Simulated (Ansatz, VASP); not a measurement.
# Cross-check of W (W(211) slab) between VASP and Ansatz, part 2 of 2

Aim: how closely do two programs agree when they are given the same cell, functional and k mesh? The cell is taken from a series of runs on this material, whose earlier steps may have relaxed, scaled, displaced or heated it; both programs get it as it stands.

VASP 6.6.1 and Ansatz 0.2.0.

So far: The structure; VASP: single point, PBE.

### 3. Ansatz: single point, PBE

Level of this step: Ansatz beside VASP: Kohn-Sham DFT, plane waves, PBE (Ansatz).

Ansatz runs on its default PAW (the set named soft_2) files.

The same cell, functional, mesh and smearing now go to Ansatz, which takes its cutoff from its data sets.

Input file input.yaml:

```yaml
crystal:
  lattice:
    - [5.51658, 0.0, 0.0]
    - [0.0, 4.50427, 0.0]
    - [0.0, 0.0, 26.70244]
  atoms:
    - { symbol: W, position: [0.32087, 0.0, 0.28774] }
    - { symbol: W, position: [0.99876, 0.5, 0.32889] }
    - { symbol: W, position: [0.17339, 0.0, 0.37862] }
    - { symbol: W, position: [0.33513, 0.5, 0.42657] }
    - { symbol: W, position: [0.0014, 0.0, 0.47642] }
    - { symbol: W, position: [0.16527, 0.5, 0.52358] }
    - { symbol: W, position: [0.33154, 1.0, 0.57343] }
    - { symbol: W, position: [0.99327, 0.5, 0.62138] }
    - { symbol: W, position: [0.16791, 1.0, 0.67111] }
    - { symbol: W, position: [0.3458, 0.5, 0.71226] }
    - { symbol: W, position: [0.82087, 0.0, 0.28774] }
    - { symbol: W, position: [0.49876, 0.5, 0.32889] }
    - { symbol: W, position: [0.67339, 0.0, 0.37862] }
    - { symbol: W, position: [0.83513, 0.5, 0.42657] }
    - { symbol: W, position: [0.5014, 0.0, 0.47642] }
    - { symbol: W, position: [0.66527, 0.5, 0.52358] }
    - { symbol: W, position: [0.83154, 1.0, 0.57343] }
    - { symbol: W, position: [0.49327, 0.5, 0.62138] }
    - { symbol: W, position: [0.66791, 1.0, 0.67111] }
    - { symbol: W, position: [0.8458, 0.5, 0.71226] }
kpoints:
  mp_grid: { grid: [7, 8, 1] }
hamiltonian:
  xc: pbe
scf:
  occupations: { method: fermi_dirac, width: 0.1 }
output:
  forces: true
  populations: true
  dos:
    method: { smearing: { sigma: 0.08 } }
    de: 0.1
    projected: { site_lists: { W: [W] } }
  eigenvalues: true
  write_density: true
  write_potential: true
  volumetric_format: npy
```

Started as:

```console
> ansatz run input.yaml --threads 4 --pin off --max-ram 8192MiB --backend cpu --events-out ev --progress --plain --runs-dir out
```

Numbers of over 12 decimals in the logs are rounded to 6 here.

What it wrote:

```text
Warning: the atoms were moved onto the symmetric positions of the space group found under crystal.symmetry.tolerance 1.0e-5 (fractional; no operation is sought that the atoms, as they stand in a round, miss by more than twice it, and no atom is moved by as much as it), and the run uses the moved positions. Before a round's move an operation carried an atom to 4.41e-5 Å from where it should land, the largest such dist [...]
Engine: ansatz 0.2.0, aarch64-unknown-linux-gnu
Pseudopotentials: kind: paw
Pseudopotential: W, paw, valence charge 14, recommended cutoff 420 eV (normal), W.paw.azcp
Functional definition: PBE
  parameter kappa = 0.804
  parameter beta = 0.066725
  exchange = pbe_x(kappa = kappa, mu = beta*pi^2/3)
  correlation = pbe_c(beta = beta)
Crystal: 20 atoms, lattice volume = 663.507 Å³
Basis set: ecut = 420 eV, 12969 PW (Γ), exchange–correlation on 80×64×360 points (8 copies of the dense FFT grid, shifted against one another)
Bands: 168, of which v1, the nominal top of the filled ones, is band 140 counted from 1 (139 counted from 0)
Symmetry: 8 space group operations
Space group: P21/m (ITA 11), of the structure as read, at distance tolerance 8.7e-5 Å
k-points: 20 of 56
Non-local potential: W, projectors of the file, l = 0: 3, l = 1: 2, l = 2: 2, l = 3: 1
PAW form: soft (Blöchl's): semilocal exchange-correlation on the pseudo side does not see the compensation charge
PAW one-centre angular grid: W, 590 points (default); XC on 64 Gauss nodes
Initial density: superposition of atomic densities (neutral atoms: chi_scale 0, normalization atom), corrected by the library's trained network
Initial wavefunctions: pseudopotential atomic-orbital guess
Functional: x = pbe(κ = 0.804, μ = 0.219515), c = pbe(β = 0.066725)
SCF iter   1: F=—  HF=-207685.932825 eV  |F-HF|=—  |Δ(HF+E_count)|=         —  Δρ=4.80e-3  dr2=8.23e-1  ethr=1.77e-3  ⟨swp⟩=9.1  Hψ=16148  notcnv=0
preconditioner: auto → LDOS  [metal: Δε(μ)=0.027 eV  Ē_g=4.667 eV  σ=0.100 eV  W_gap=0.07  n_scr=150 (ndim 8)  ℏωp=15.8 eV  f_vac=0.453  D(μ)=13.33/eV (n_scr^D=84)  β→1.0]
SCF iter   2: F=—  HF=-207685.918632 eV  |F-HF|=—  |Δ(HF+E_count)|=   1.42e-2  Δρ=2.19e-3  dr2=1.50e-1  ethr=2.94e-4  ⟨swp⟩=2.1  Hψ=4919  notcnv=0
SCF iter   3: F=—  HF=-207685.907698 eV  |F-HF|=—  |Δ(HF+E_count)|=   1.09e-2  Δρ=5.92e-4  dr2=1.25e-2  ethr=5.34e-5  ⟨swp⟩=2.0  Hψ=4469  notcnv=0
SCF iter   4: F=—  HF=-207685.907102 eV  |F-HF|=—  |Δ(HF+E_count)|=   5.96e-4  Δρ=1.59e-4  dr2=3.98e-4  ethr=4.45e-6  ⟨swp⟩=2.9  Hψ=4671  notcnv=0
SCF iter   5: F=—  HF=-207685.907137 eV  |F-HF|=—  |Δ(HF+E_count)|=   3.48e-5  Δρ=5.01e-5  dr2=2.61e-5  ethr=1.42e-7  ⟨swp⟩=3.0  Hψ=5285  notcnv=0
SCF iter   6: F=—  HF=-207685.906968 eV  |F-HF|=—  |Δ(HF+E_count)|=   1.69e-4  Δρ=1.96e-5  dr2=5.33e-6  ethr=9.31e-9  ⟨swp⟩=3.0  Hψ=5542  notcnv=0
SCF iter   7: F=—  HF=-207685.906969 eV  |F-HF|=—  |Δ(HF+E_count)|=   1.55e-6  Δρ=4.19e-6  dr2=3.03e-7  ethr=1.90e-9  ⟨swp⟩=2.1  Hψ=4619  notcnv=0
SCF iter   8: F=-207685.906969 eV  HF=-207685.906969 eV  |F-HF|=9.75e-9  |Δ(HF+E_count)|=   1.35e-7  Δρ=1.57e-6  dr2=4.12e-8  ethr=3.57e-11  ⟨swp⟩=17.9  Hψ=30175  notcnv=0
SCF 1 converged in 8 iterations: F = -207685.906969 eV  dr2 = 4.12e-8
  greatest PAW one-centre occupation: 1.000 electrons in one spin orbital (limit 2), on the W atom at site 19 (counted from 0), in its partial waves of l = 0
[...]
E_nonlocal   = 20.555712
  E_hartree    = 174205.520251
  E_xc         = -5322.245192
  E_vxc        = -4753.937365  (∫ρ·V_xc dr)
  E_paw        = -171249.865435  (= ΣΔE_a)
  E_vpaw       = -2498.839074  (= ΣTr[D̂ρ^β])
  E_aug_tail   = -0.001241  (compensation charges beyond the density's cutoff)
  E_ewald      = 141350.562630
  E_smearing   = -0.435187  (= −TS)
  E_closure    = -0.000000  (closes the sum)
  Σ components = -207685.906969   (vs F -207685.906969, Δ=0.00e0)
--- Forces (eV/Å), atoms counted from 1 ---
  atom   1  W      0.02239362    -0.00000000    -0.00739041
  atom   2  W     -0.03458878    -0.00000000    -0.01136728
  atom   3  W     -0.04237449     0.00000000    -0.03827961
  atom   4  W      0.04162118    -0.00000000    -0.00099541
  atom   5  W      0.02296439     0.00000000    -0.01138474
  atom   6  W     -0.02296439    -0.00000000     0.01138474
  atom   7  W     -0.04162118     0.00000000     0.00099541
  atom   8  W      0.04237449    -0.00000000     0.03827961
  atom   9  W      0.03458878     0.00000000     0.01136728
  atom  10  W     -0.02239362     0.00000000     0.00739041
  atom  11  W      0.02239362    -0.00000000    -0.00739041
  atom  12  W     -0.03458878    -0.00000000    -0.01136728
  atom  13  W     -0.04237449     0.00000000    -0.03827961
  atom  14  W      0.04162118    -0.00000000    -0.00099541
  atom  15  W      0.02296439     0.00000000    -0.01138474
  atom  16  W     -0.02296439    -0.00000000     0.01138474
  atom  17  W     -0.04162118     0.00000000     0.00099541
  atom  18  W      0.04237449    -0.00000000     0.03827961
  atom  19  W      0.03458878     0.00000000     0.01136728
  atom  20  W     -0.02239362     0.00000000     0.00739041
  max |Σ_I F_I| component: 8.67e-18 eV/Å
--- Band table (eV; the first three rows and the last of 20) ---
  k-point 0: bands = [... 136 lower, 8.2361, 8.4943, 8.6398, 8.8963, 9.1422, 9.3012, 9.7432, 9.7697, ... 24 higher]
  k-point 1: bands = [... 136 lower, 8.2353, 8.5868, 8.6343, 8.8389, 8.9519, 9.3604, 9.6632, 9.7684, ... 24 higher]
  k-point 2: bands = [... 136 lower, 8.5072, 8.5564, 8.8517, 8.9064, 8.9963, 9.0824, 9.2490, 9.3905, ... 24 higher]
  k-point 19: bands = [... 136 lower, 7.7785, 7.7785, 8.0125, 8.0125, 8.0317, 8.0317, 8.2008, 8.2008, ... 24 higher]
--- Löwdin populations: 20 sites ---
  site symbol       q [e]
     0      W     13.9370
     1      W     13.8693
     2      W     13.8257
     3      W     13.8457
     4      W     13.8491
     5      W     13.8491
     6      W     13.8457
     7      W     13.8257
     8      W     13.8693
     9      W     13.9370
    10      W     13.9370
    11      W     13.8693
    12      W     13.8257
    13      W     13.8457
    14      W     13.8491
    15      W     13.8491
    16      W     13.8457
    17      W     13.8257
    18      W     13.8693
    19      W     13.9370
  spilling = 0.009616 (of n_electrons = 280.000000)
```

The column dr2 measures how far the density is from self-consistency, as an energy; F and HF (Harris–Foulkes) agree once it is small.

### 4. Differences

Known differences besides the potentials themselves: the data sets hold 280 valence electrons in Ansatz (on its default PAW (the set named soft_2) files) and 120 in VASP; the cutoff is 420 eV in Ansatz and 520 eV in VASP. Total energies have different zeros and are not compared.

Forces on 7 of the 20 atoms, those with the largest forces and the largest differences (eV/Å; atoms numbered as in POSCAR):

```csv
atom,"Ansatz x, y, z","VASP x, y, z"
W1,"0.022, 0.000, -0.007","0.025, 0.000, 0.330"
W8,"0.042, 0.000, 0.038","-0.025, 0.000, 0.170"
W10,"-0.022, 0.000, 0.007","-0.025, 0.000, -0.330"
W11,"0.022, 0.000, -0.007","0.025, 0.000, 0.330"
W13,"-0.042, 0.000, -0.038","0.025, 0.000, -0.170"
W18,"0.042, 0.000, 0.038","-0.025, 0.000, 0.170"
W20,"-0.022, 0.000, 0.007","-0.025, 0.000, -0.330"
```

The forces differ by 98 meV/Å r.m.s., where the r.m.s. force is 0.022 eV/Å in Ansatz and 0.101 eV/Å in VASP: the atoms lie near their places of rest in Ansatz, so a percentage would say little (all taken over all components). Where the cell holds vacuum, a pressure given here is an average over it and none of the material.

### 5. Further runs

Further runs change the set-up of one program: Ansatz's method, potentials or start, or VASP's data sets, cutoff or form of LDA. The table gives that difference for each run.

```csv
run,r.m.s. force difference (meV/Å)
as above,98
VASP with the data sets W_sv and a cutoff of 400 eV,15
```

### 6. Results

```
r.m.s. force difference (single point, PBE) : 98 meV/Å
```

In words: The r.m.s. force difference is 98 meV/Å (single point, PBE), beyond the 12 meV/Å picked in this series as the mark of a large difference. The data sets hold unlike numbers of valence electrons (280 in Ansatz and 120 in VASP), so part of the differences may come from the potentials. Single point, PBE, VASP with the data sets W_sv and a cutoff of 400 eV: r.m.s. force difference goes from 98 to 15 meV/Å. Such differences can come from data sets, numerical settings and the points named under the comparisons, not from the functional's error against experiment.

[Lines on the potential files, build, host, timing and source positions are cut from VASP's logs without a mark.]

[Logs are printed without paths, hosts, clocks, repeated set-up lines and the standing remarks that a program may print on its own settings, such as how far it seeks lower states.]

[Hosts, paths, dates, database ids (printed as entryN), source tags and the programs' standing remarks are cut or masked in the printed files.]
